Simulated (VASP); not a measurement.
Consider the following.

```xyz
2
Lattice="0.0000 3.0082 3.0082 3.0082 0.0000 3.0082 3.0082 3.0082 0.0000" Properties=species:S:1:pos:R:3 pbc="T T T"
In     0.0000     0.0000     0.0000
P      1.5041     1.5041     1.5041
```

These are PBE0 hybrid, VASP's PBE PAW potentials (set 64) (plane waves; VASP) values and carry that method's errors. Numerical set-up: 520 eV cut-off, 6×6×6 Γ-centred mesh, Gaussian smearing of 0.050 eV, potentials In_d P.

Unless said otherwise, spin-orbit coupling is left out, though it shifts the bands of the heavy elements here.

Q: Predict the energy per atom (σ→0), pressure, band gap (on the k-mesh) with the smallest direct gap where there is one.

A: 
- band gap (on the k-mesh): 1.61 eV
- smallest direct gap (on the k-mesh): 1.61 eV
- energy per atom (σ→0): -5.419 eV/atom
- pressure: -3.93 GPa

Total energies compare only between runs with the same potentials, cut-off and functional.

The compound is InP in the zinc blende structure. This cell is one point of a volume scan, at 1.03 of the reference volume. The cell's shape comes from a PBE relaxation.
